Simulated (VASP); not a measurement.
Data:

```yaml
crystal:
  lattice:
    - [0.00000, 4.56592, 4.72244]
    - [2.65104, 0.00000, 4.72244]
    - [2.65104, 4.56592, 0.00000]
  atoms:
    - { symbol: Si, position: [0.66350, 0.33650, 0.66350] }
    - { symbol: Si, position: [0.33650, 0.66350, 0.33650] }
    - { symbol: Si, position: [0.58650, 0.91350, 0.58650] }
    - { symbol: Si, position: [0.91350, 0.58650, 0.91350] }
    - { symbol: Y, position: [0.00000, 0.00000, 0.00000] }
    - { symbol: Y, position: [0.25000, 0.25000, 0.25000] }
```

Level of theory: PBE GGA, VASP's PBE PAW potentials (set 64) (plane waves; VASP). Settings: 300 eV cut-off, 4×4×4 Γ-centred mesh, Gaussian smearing of 0.27 eV, potentials Si Y_sv.

At this cut-off the stress carries a Pulay error, which pulls relaxed volumes low.

### Question
Estimate the energy per atom (σ→0), pressure, largest force, band gap (on the k-mesh) with the smallest direct gap where there is one.

### Answer

```yaml
band gap (on the k-mesh): none (metal, semimetal or under 0.01 eV)
energy per atom (σ→0): -5.988 eV/atom
pressure: 3.06 GPa
largest_force: 0.429 eV/Å
```

Total energies compare only between runs with the same potentials, cut-off and functional.

The structure was generated: YSi2 was put into an ordered model structure, which need not be its known phase. The cell was not relaxed at this level. The k-mesh is coarse (spacing up to 0.38 per Å, 2π included), so the numbers may not be converged in it.
